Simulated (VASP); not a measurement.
# Zn4Te3O (I-42m) in VASP: phonons with PBE

Aim: the phonons of Zn4Te3O with PBE.

All numbers are computed with VASP 6.6.1; they aren't measurements. Logs are shortened: lines on timing, memory, paths and dates and some standing lists are left out, and cuts for length are marked.

### Step 1. The crystal as given

The structure is tetragonal, space group I-42m (No. 121). The conventional cell has a = 5.831 Å, b = 5.831 Å, c = 11.319 Å, α = 90.00°, β = 90.00°, γ = 90.00°. Zn (site symmetry m) is surrounded by 1 O at 2.06 Å. Te (site symmetry -42m) is surrounded by 4 Zn at 2.74 Å. Te (site symmetry -4) is surrounded by 4 Zn at 2.65 Å. O (site symmetry -42m) has 4 Zn at 2.06 Å as nearest neighbours.

The cell was built by a generator and needn't be a form met in nature.

### Step 2. Phonons, PBE

Input file POSCAR:

```
Zn4Te3O
1.0
   -2.9156000000      2.9156000000      5.6592900000
    2.9156000000     -2.9156000000      5.6592900000
    2.9156000000      2.9156000000     -5.6592900000
Zn Te O
4 3 1
Direct
    0.6913370000      0.6913370000      0.5970880000
    0.0942490000      0.0942490000      0.4029120000
    0.3086630000      0.9057510000      0.0000000000
    0.9057510000      0.3086630000      0.0000000000
    0.5000000000      0.5000000000      0.0000000000
    0.2500000000      0.7500000000      0.5000000000
    0.7500000000      0.2500000000      0.5000000000
    0.0000000000      0.0000000000      0.0000000000
```

Input file INCAR.step1:

```
SYSTEM = Zn4Te3O
PREC = Accurate ; ENCUT = 520
EDIFF = 1E-8 ; ISMEAR = 0
SIGMA = 0.1 ; LREAL = .False.
LASPH = .True. ; NELM = 100
ALGO = Normal ; ISIF = 3
LWAVE = .False. ; LCHARG = .False.
GGA = PE ; KPAR = 8
IBRION = 2 ; NSW = 40
EDIFFG = -0.002
```

Input file INCAR.step2:

```
SYSTEM = Zn4Te3O
PREC = Accurate ; ENCUT = 520
EDIFF = 1E-8 ; ISMEAR = 0
SIGMA = 0.1 ; LREAL = .False.
LASPH = .True. ; NELM = 100
ALGO = Normal ; ISIF = 2
LWAVE = .False. ; LCHARG = .False.
GGA = PE ; KPAR = 8
IBRION = 6 ; NFREE = 2
POTIM = 0.015 ; NSW = 1
```

Input file KPOINTS:

```
Automatic mesh
0
Gamma
  6 6 6
  0 0 0
```

Potentials or basis: VASP PAW PBE potentials, release 64 (Zn, Te, O).

Launch:

```
cat potpaw_PBE.64/Zn/POTCAR potpaw_PBE.64/Te/POTCAR potpaw_PBE.64/O/POTCAR > POTCAR
cp INCAR.step1 INCAR
mpirun -np 8 vasp_std > vasp.out
cp CONTCAR POSCAR
cp INCAR.step2 INCAR
mpirun -np 8 vasp_std > vasp.out
```

OUTCAR:

```text
SYSTEM = Zn4Te3O
   PREC = Accurate
   ENCUT = 520
   EDIFF = 1E-8
   ISMEAR = 0
   LREAL = .False.
   LASPH = .True.
   NELM = 100
   ISIF = 2
   GGA = PE
   IBRION = 6
   NFREE = 2
   POTIM = 0.015
   NSW = 1

 ion  position               nearest neighbor table
   1  0.691  0.691  0.597-   8 2.06   7 2.65   6 2.65   5 2.75
   2  0.094  0.094  0.403-   8 2.06   7 2.65   6 2.65   5 2.75
   3  0.309  0.906  0.000-   8 2.06   7 2.65   6 2.65   5 2.75
   4  0.906  0.309  0.000-   8 2.06   6 2.65   7 2.65   5 2.75
   5  0.500  0.500  0.000-   1 2.75   3 2.75   4 2.75   2 2.75
   6  0.250  0.750  0.500-   1 2.65   2 2.65   3 2.65   4 2.65
   7  0.750  0.250  0.500-   1 2.65   2 2.65   4 2.65   3 2.65
   8  0.000  0.000  0.000-   1 2.06   2 2.06   3 2.06   4 2.06

  LATTYP: Found a body centered tetragonal cell.
 ALAT       =     5.8315496614
 C/A-ratio  =     1.9400023293

  Lattice vectors:

 A1 = (  -2.9157748307,   2.9157748307,   5.6566099634)
 A2 = (   2.9157748307,  -2.9157748307,   5.6566099634)
 A3 = (   2.9157748307,   2.9157748307,  -5.6566099634)

Analysis of symmetry for initial positions (statically):
=====================================================================
 Subroutine PRICEL returns:
 Original cell was already a primitive cell.

 Routine SETGRP: Setting up the symmetry group for a
 body centered tetragonal supercell.

 Subroutine GETGRP returns: Found  8 space group operations
 (whereof  8 operations were pure point group operations)
 out of a pool of 16 trial point group operations.

The static configuration has the point symmetry D_2d.

Analysis of symmetry for dynamics (positions and initial velocities):
=====================================================================
 Subroutine PRICEL returns:
 Original cell was already a primitive cell.

 Routine SETGRP: Setting up the symmetry group for a
 body centered tetragonal supercell.

 Subroutine GETGRP returns: Found  8 space group operations
 (whereof  8 operations were pure point group operations)
 out of a pool of 16 trial point group operations.

The dynamic configuration has the point symmetry D_2d.

 Subroutine INISYM returns: Found  8 space group operations
 (whereof  8 operations are pure point group operations),
 and found     1 'primitive' translations

----------------------------------------------------------------------------------------

                                     Primitive cell

  volume of cell :     192.3642

  direct lattice vectors                    reciprocal lattice vectors
    -2.915774831  2.915774831  5.656609963     0.000000000  0.171481006  0.088392165
     2.915774831 -2.915774831  5.656609963     0.171481006  0.000000000  0.088392165
     2.915774831  2.915774831 -5.656609963     0.171481006  0.171481006  0.000000000

  length of vectors
     7.000051572  7.000051572  7.000051572     0.192922031  0.192922031  0.242510764

  position of ions in fractional coordinates (direct lattice)
     0.691439188  0.691439188  0.597261218
     0.094177970  0.094177970  0.402738782
     0.308560812  0.905822030  0.000000000
     0.905822030  0.308560812  0.000000000
     0.500000000  0.500000000  0.000000000
     0.250000000  0.750000000  0.500000000
     0.750000000  0.250000000  0.500000000
     0.000000000  0.000000000  0.000000000

  ion indices of the primitive-cell ions
   primitive index   ion index
                 1           1
                 2           2
                 3           3
                 4           4
                 5           5
                 6           6
[... 101 lines left out ...]
   AEXX    =    0.0000 exact exchange contribution
   IVDW    =     0    specifies the selected vdW correction
   LEPSILON=     F    determine dielectric tensor
   LRPA    =     F    only Hartree local field effects (RPA)
 finite differences with symmetry
 non-spin polarized calculation
 Gauss-broadening in eV      SIGMA  =   0.10
  energy-cutoff  :      520.00
  volume of cell :      192.36
 maximum number of plane-waves:      5206
 NGX is ok and might be reduce to    54
   NGX = 25   NGY = 25   NGZ = 25

--------------------------------------- Ionic step        1  -------------------------------------------

 number of electron      72.0000008 magnetization

 Free energy of the ion-electron system (eV)
  ---------------------------------------------------
  ext. energy  EPLUGINS =         0.00000000
  ---------------------------------------------------
  free energy    TOTEN  =       -23.56155118 eV

  energy without entropy =      -23.56143537  energy(sigma->0) =      -23.56149328

------------------------ aborting loop because EDIFF is reached ----------------------------------------

  FORCE on cell =-STRESS in cart. coord.  units (eV):
  Direction    XX          YY          ZZ          XY          YZ          ZX
  --------------------------------------------------------------------------------------
  -------------------------------------------------------------------------------------
  Total        0.0102655      0.0102655     -0.0015673      0.0000000     -0.0000000      0.0000000
  in kB        0.0855004      0.0855004     -0.0130537      0.0000000     -0.0000000      0.0000000
  external PRESSURE =       0.0526490 kB  Pullay stress =       0.0000000 kB
[... 107 lines left out ...]
  FREE ENERGIE OF THE ION-ELECTRON SYSTEM (eV)
  ---------------------------------------------------
  free  energy   TOTEN  =       -23.5610008010 eV

  energy  without entropy=      -23.5608921660  energy(sigma->0) =      -23.56094648

[... ionic steps 4 to 14 ...]

--------------------------------------- Ionic step       15  -------------------------------------------

 number of electron      72.0000008 magnetization

------------------------ aborting loop because EDIFF is reached ----------------------------------------
[... 79 lines left out ...]
--------------------------------------- Ionic step       17  -------------------------------------------

 number of electron      72.0000009 magnetization

 Free energy of the ion-electron system (eV)
  ---------------------------------------------------
  ext. energy  EPLUGINS =         0.00000000
  ---------------------------------------------------
  free energy    TOTEN  =       -23.56065662 eV

  energy without entropy =      -23.56054095  energy(sigma->0) =      -23.56059879

 E-fermi :   3.1576     XC(G=0):  -9.3318

 val. band max:        2.9816107286   @ k =   0.0000   0.0000   0.0000
 cond. band min:       3.2874621259   @ k =   0.0000   0.0000   0.0000
 fundamental gap:      0.3058513972
 Fermi energy:         3.1575536971

 k-point     1 :       0.0000    0.0000    0.0000
  band No.  band energies     occupation
      1     -15.2491      2.00000
      2      -8.3851      2.00000
      3      -7.2452      2.00000
      4      -6.9918      2.00000
      5      -3.9137      2.00000
      6      -3.8937      2.00000
[... 1093 lines left out ...]
     42       6.9341      0.00000
     43       7.3688      0.00000

 [... further k-points ...]

------------------------ aborting loop because EDIFF is reached ----------------------------------------

  FORCE on cell =-STRESS in cart. coord.  units (eV):
  Direction    XX          YY          ZZ          XY          YZ          ZX
  --------------------------------------------------------------------------------------
  -------------------------------------------------------------------------------------
  Total        0.0126247      0.0126247     -0.0014595      0.0531479      0.0000000      0.0000000
  in kB        0.1051493      0.1051493     -0.0121560      0.4426626      0.0000000      0.0000000
  external PRESSURE =       0.0660475 kB  Pullay stress =       0.0000000 kB
[... 23 lines left out ...]
  FREE ENERGIE OF THE ION-ELECTRON SYSTEM (eV)
  ---------------------------------------------------
  free  energy   TOTEN  =       -23.5606566195 eV

  energy  without entropy=      -23.5605409523  energy(sigma->0) =      -23.56059879

 INTERNAL STRAIN TENSORS FROM DISPLACED ATOMS
 ============================================

 INTERNAL STRAIN TENSOR FOR ION    1 for displacements in x,y,z  (eV/Angst):
          X           Y           Z          XY          YZ          ZX
  --------------------------------------------------------------------------------
  x    -0.27756     0.50867     0.41793     1.34670     3.66298    -0.30529
  y     0.50867    -0.27756     0.41793     1.34670    -0.30529     3.66298
  z     0.32445     0.32445    -0.98610     3.97330     0.67082     0.67082

 INTERNAL STRAIN TENSOR FOR ION    8 for displacements in x,y,z  (eV/Angst):
          X           Y           Z          XY          YZ          ZX
  --------------------------------------------------------------------------------
  x     0.00000     0.00000     0.00000     0.00000    -3.15363     0.00000
  y     0.00000     0.00000     0.00000     0.00000     0.00000    -3.15363
  z     0.00000     0.00000     0.00000    -3.53781     0.00000     0.00000

 Eigenvectors and eigenvalues of the dynamical matrix
 ----------------------------------------------------

   1 f  =   11.341889 THz    71.263188 2PiTHz  378.324681 cm-1    46.906261 meV
             X         Y         Z           dx          dy          dz
      1.741479  1.741479  4.443930    -0.054462   -0.054462   -0.089840
      1.174296  1.174296 -1.212680     0.054462    0.054462   -0.089840
      1.741479 -1.741479  6.869290     0.054462   -0.054462   -0.089840
     -1.741479  1.741479  6.869290    -0.054462    0.054462   -0.089840
      0.000000  0.000000  5.656610     0.000000    0.000000   -0.015554
      2.915775 -0.000000  2.828305     0.000000    0.000000   -0.035540
     -0.000000  2.915775  2.828305    -0.000000    0.000000   -0.035540
      0.000000  0.000000  0.000000    -0.000000   -0.000000    0.970164
[... 243 lines left out ...]
  24 f/i=    0.007850 THz     0.049323 2PiTHz    0.261848 cm-1     0.032465 meV
             X         Y         Z           dx          dy          dz
      1.741479  1.741479  4.443930     0.207589   -0.237921    0.000055
      1.174296  1.174296 -1.212680     0.207589   -0.237921   -0.000055
      1.741479 -1.741479  6.869290     0.205837   -0.236394    0.000802
     -1.741479  1.741479  6.869290     0.205837   -0.236394   -0.000802
      0.000000  0.000000  5.656610     0.288252   -0.330705    0.000000
      2.915775 -0.000000  2.828305     0.288648   -0.332353    0.000000
     -0.000000  2.915775  2.828305     0.289830   -0.331323    0.000000
      0.000000  0.000000  0.000000     0.101982   -0.117001    0.000000

 ELASTIC MODULI CONTR FROM IONIC RELAXATION (kBar)
 Direction    XX          YY          ZZ          XY          YZ          ZX
 --------------------------------------------------------------------------------
 XX          -3.0346      2.1455      0.9921      0.0000     -0.0000     -0.0000
 YY           2.1455     -3.0346      0.9921     -0.0000      0.0000      0.0000
 ZZ           0.9921      0.9921     -7.7742     -0.0000     -0.0000     -0.0000
 XY           0.0000     -0.0000     -0.0000   -163.8180      0.0000     -0.0000
 YZ          -0.0000      0.0000     -0.0000      0.0000   -129.4992      0.0000
 ZX          -0.0000      0.0000     -0.0000     -0.0000      0.0000   -129.4995
 --------------------------------------------------------------------------------
```

It took 42 min on 8 MPI ranks of Intel Xeon Platinum 8559C (Emerald Rapids), shared host; peak memory 1.2 GiB.

What came out:

```yaml
Highest_phonon_frequency_at_Γ_LO-TO_splitting_left_out: 378 cm⁻¹
```

Phonon frequencies in cm⁻¹ (negative: imaginary):
| q point | frequencies |
| --- | --- |
| (0.000, 0.000, 0.000) | 0 0 0 60 60 78 83 83 83 132 132 147 150 159 166 167 167 172 176 176 208 363 363 378 |

The run has no spin-orbit coupling, so splittings on Te are missing.
